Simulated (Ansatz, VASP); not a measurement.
# Cross-check of Si2MoAs4 (MoSi2As4 bilayer, AB) between VASP and Ansatz, part 3 of 3

Aim: how closely do two programs agree when they are given the same cell, functional and k mesh? Of the first pair: The structure shown is the start of the Ansatz relaxation below; VASP solves that cell, so the two are compared at the walk's first step.

VASP 6.6.1 and Ansatz 0.2.0.

So far: The structure; Ansatz: relaxation, PBE with D3(BJ); VASP: single point, PBE with D3(BJ), start cell, pair 1; Comparison.

## Step 6: VASP: single point, PBE with D3(BJ), relaxed cell, pair 2

Level of this step: PBE with D3(BJ); plane waves and PAW (As, Si, Mo_sv) (VASP).

The same cell, functional, mesh and smearing now go to VASP, with its own data sets.

File INCAR:

```
SYSTEM = Si2MoAs4
PREC = Accurate
ENCUT = 400
EDIFF = 1E-06
NELM = 120
ISMEAR = -1
SIGMA = 0.05
LREAL = .FALSE.
ALGO = Normal
GGA = PE
IVDW = 12
NBANDS = 56
LASPH = .TRUE.
LORBIT = 11
LWAVE = .FALSE.
LCHARG = .FALSE.
ISIF = 2
LDIPOL = .TRUE.
IDIPOL = 3
DIPOL = 0.5 0.5 0.5
LVHAR = .TRUE.
GGA_COMPAT = .FALSE.
EFERMI = MIDGAP
NELMDL = -8
KPAR = 4
```

File POSCAR:

```
Si2MoAs4
1.0
    3.5582899548      0.0000000000      0.0000000000
   -1.7791449774      3.0815694949      0.0000000000
    0.0000000000      0.0000000000     72.6205228888
As Si Mo
8 4 2
Direct
    0.0000000000      0.0000000000      0.3420180474
    0.3333333333      0.6666666667      0.3898317207
    0.3333333333      0.6666666667      0.4311775354
    0.0000000000      0.0000000000      0.4789488550
    0.3333333333      0.6666666667      0.5210771370
    0.6666666667      0.3333333333      0.5688277630
    0.6666666667      0.3333333333      0.6101609291
    0.3333333333      0.6666666667      0.6579742025
    0.3333333333      0.6666666667      0.3575874239
    0.3333333333      0.6666666667      0.4633798619
    0.6666666667      0.3333333333      0.5366180628
    0.6666666667      0.3333333333      0.6424046746
    0.0000000000      0.0000000000      0.4104991665
    0.3333333333      0.6666666667      0.5894946204
```

File KPOINTS:

```
Automatic mesh
0
Gamma
12 12 1
0 0 0
```

PAW data sets: As, Si and Mo_sv (PBE family, release 64).

Started as:

```console
$ mpirun -np 4 vasp_std
```

Numbers of over 12 decimals in the logs are rounded to 6 here.

Output:

```text
[banner, memory and clock lines left out]
running    4 mpi-ranks, on    1 nodes
[...]
LDA part: xc-table for (Slater+PW92), standard interpolation
 [... a notice as in an earlier step ...]

 POSCAR, INCAR and KPOINTS ok, starting setup
[...]
entering main loop
       N       E                     dE             d eps       ncg     rms          rms(c)
DAV:   1     0.561645436682E+03    0.56165E+03   -0.31268E+04  2464   0.934E+02
DAV:   2    -0.313615360305E+02   -0.59301E+03   -0.57712E+03  2864   0.232E+02
DAV:   3    -0.827294110353E+02   -0.51368E+02   -0.50526E+02  2512   0.655E+01
DAV:   4    -0.847823289123E+02   -0.20529E+01   -0.20309E+01  2952   0.132E+01
[...]
DAV:  27    -0.823920585567E+02   -0.37064E-05   -0.57871E-08  1552   0.475E-04    0.136E-04
DAV:  28    -0.823920598082E+02   -0.12515E-05   -0.17103E-08  1496   0.345E-04    0.871E-05
DAV:  29    -0.823920604696E+02   -0.66143E-06   -0.20119E-09  1424   0.199E-04
   1 F= -.87857418E+02 E0= -.87857381E+02  d E =-.744728E-04
```

OUTCAR, selected parts (step 6):

```text
 Edisp (eV)   -5.46536

  Total       0.26415     0.26415     0.49866    -0.00000     0.00000     0.00000
  in kB       0.53149     0.53149     1.00333    -0.00000     0.00000     0.00000
  external pressure =        0.69 kB  Pullay stress =        0.00 kB

 POSITION                                       TOTAL-FORCE (eV/Angst)
 -----------------------------------------------------------------------------------
      0.00000      0.00000     24.83753        -0.000000      0.000000     -0.056495
     -0.00000      2.05438     28.30978         0.000000      0.000000      0.002384
     -0.00000      2.05438     31.31234         0.000000     -0.000000     -0.003355
      0.00000      0.00000     34.78152         0.000000      0.000000      0.056414
     -0.00000      2.05438     37.84089         0.000000      0.000000     -0.056292
      1.77914      1.02719     41.30857        -0.000000      0.000000      0.002954
      1.77914      1.02719     44.31021        -0.000000     -0.000000     -0.002435
     -0.00000      2.05438     47.78243         0.000000      0.000000      0.056329
     -0.00000      2.05438     25.96819         0.000000      0.000000      0.023175
     -0.00000      2.05438     33.65089        -0.000000      0.000000     -0.023167
      1.77914      1.02719     38.96948         0.000000      0.000000      0.023162
      1.77914      1.02719     46.65176         0.000000     -0.000000     -0.023169
      0.00000      0.00000     29.81066         0.000000      0.000000     -0.000201
     -0.00000      2.05438     42.80941        -0.000000      0.000000      0.000697
 -----------------------------------------------------------------------------------
    total drift:                                0.000001     -0.000000      0.000032

  FREE ENERGIE OF THE ION-ELECTRON SYSTEM (eV)
  ---------------------------------------------------
  free  energy   TOTEN  =       -87.8574182212 eV

  energy  without entropy=      -87.8573437483  energy(sigma->0) =      -87.85738098

[... 1 part as in an earlier step ...]

[... 2 further parts left out ...]
[key lines of the parts left out:]
E-fermi :  -0.6699
```

## Step 7: Comparison

What differs besides the data sets and the points named for the pairs above, as far as they apply: the data sets hold 164 valence electrons in Ansatz (on its default PAW (the set named soft_2) files) and 84 in VASP. Total energies have different zeros and are not compared.

The two programs side by side:

| quantity | Ansatz | VASP | difference |
| --- | --- | --- | --- |
| gap on the k mesh (eV) | 0.647 | 0.644 | +0.003 |

At this near-relaxed geometry the largest component of a force difference is 57 meV/Å. A gap on the mesh is an upper bound, since the band edges may lie between its points. With vacuum in the cell, a pressure given here is an average over mostly empty space and none of the material.

## Step 8: Further runs

Further runs change the set-up of one program: Ansatz's method, potentials or start, or VASP's data sets, cutoff or form of LDA. The table gives Ansatz less VASP for each quantity, since a change that brings one quantity closer may part another.

| run | r.m.s. force difference (meV/Å) | gap on the k mesh (eV) |
| --- | --- | --- |
| as above | 19 | 0.0033 |
| VASP with the data sets As_d, Si and Mo_sv and a cutoff of 520 eV | 9.7 | -9.3e-4 |

## Step 9: Results

```json
{
  "r.m.s. force difference (single point, PBE with D3(BJ), start cell, pair 1)": "1.7 % of the r.m.s. force",
  "r.m.s. force difference (single point, PBE with D3(BJ), relaxed cell, pair 2)": "19 meV/Å"
}
```

In words: The r.m.s. force difference is 19 meV/Å (single point, PBE with D3(BJ), relaxed cell, pair 2), beyond the 12 meV/Å picked in this series as the mark of a large difference. The data sets hold unlike numbers of valence electrons (164 in Ansatz and 84 in VASP), so part of the differences comes from the potentials. Single point, PBE with D3(BJ), relaxed cell, pair 2, VASP with the data sets As_d, Si and Mo_sv and a cutoff of 520 eV: r.m.s. force difference goes from 19 to 9.7 meV/Å; the difference in gap on the k mesh goes from 0.0033 to -9.3e-4 eV. Such differences can come from data sets, numerical settings and the points named under the comparisons, not from the functional's error against experiment.

[Lines on the potential files, build, host, timing and source positions are cut from VASP's logs without a mark.]

[Logs are printed without paths, hosts, clocks, repeated set-up lines and the standing remarks that a program may print on its own settings, such as how far it seeks lower states.]

[Hosts, paths, dates, database ids (printed as entryN), source tags and the programs' standing remarks are cut or masked in the printed files.]
